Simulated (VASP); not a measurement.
Ta3Si3N:

```
CELL_PARAMETERS angstrom
3.20000 0.00000 0.00000
0.00000 3.20000 0.00000
0.00000 0.00000 9.85000
ATOMIC_POSITIONS crystal
Ta 0.00000 0.00000 0.78000
Ta 0.00000 0.00000 0.22000
Ta 0.50000 0.50000 0.00000
Si 0.50000 0.50000 0.33000
Si 0.50000 0.50000 0.67000
Si 0.00000 0.00000 0.50000
N 0.00000 0.00000 0.00000
```

The cell was built by a generator and needn't be a form met in nature.

- Program: VASP 6.6.1
- Task: relaxation of cell and atoms
- Functional: PBE
- Potentials or basis: VASP PAW PBE potentials, release 64 (Ta_pv, Si, N)
- Cutoff: 520 eV
- k mesh: 4 × 4 × 2
- Occupations: gaussian, width 0.15 eV
- Spin: no spin polarisation

At the start: pressure 2.6 GPa; volume 14.41 Å³/atom.

Task: Where does the relaxation end?

Result: Over 15 steps the energy falls by 86.0 meV/atom and the volume is 14.12 Å³/atom (-2.0 %); space group P4/mmm (No. 123, to 0.05 Å).

The path:
```csv
step,energy change (eV),largest force (eV/Å),pressure (GPa),volume (Å³)
1,0.0000,1.2102,2.60,100.86
2,-0.3219,0.9101,-4.07,104.07
3,-0.3376,0.5935,-3.34,103.48
4,-0.3961,0.6755,3.63,99.70
5,-0.4003,0.6592,2.16,100.46
6,-0.4662,0.5790,1.28,100.23
7,-0.4857,0.5840,0.87,100.03
8,-0.5321,0.3528,-1.80,100.80
9,-0.5486,0.2361,-4.24,101.56
10,-0.5701,0.1595,-3.79,100.99
11,-0.5877,0.2192,-1.89,99.56
12,-0.5965,0.1851,-0.62,99.05
13,-0.5994,0.1547,0.62,98.52
14,-0.6009,0.1167,0.44,98.63
15,-0.6019,0.0370,0.17,98.85
```

Final structure:
```
CELL_PARAMETERS angstrom
3.24367 0.00000 0.00000
0.00000 3.24367 0.00000
0.00000 0.00000 9.39530
ATOMIC_POSITIONS crystal
Ta 0.00000 0.00000 0.77519
Ta 0.00000 0.00000 0.22481
Ta 0.50000 0.50000 0.00000
Si 0.50000 0.50000 0.35970
Si 0.50000 0.50000 0.64030
Si 0.00000 0.00000 0.50000
N 0.00000 0.00000 0.00000
```

Caveat: the k mesh is coarse (spacing up to 0.49 Å⁻¹), so the values aren't converged.
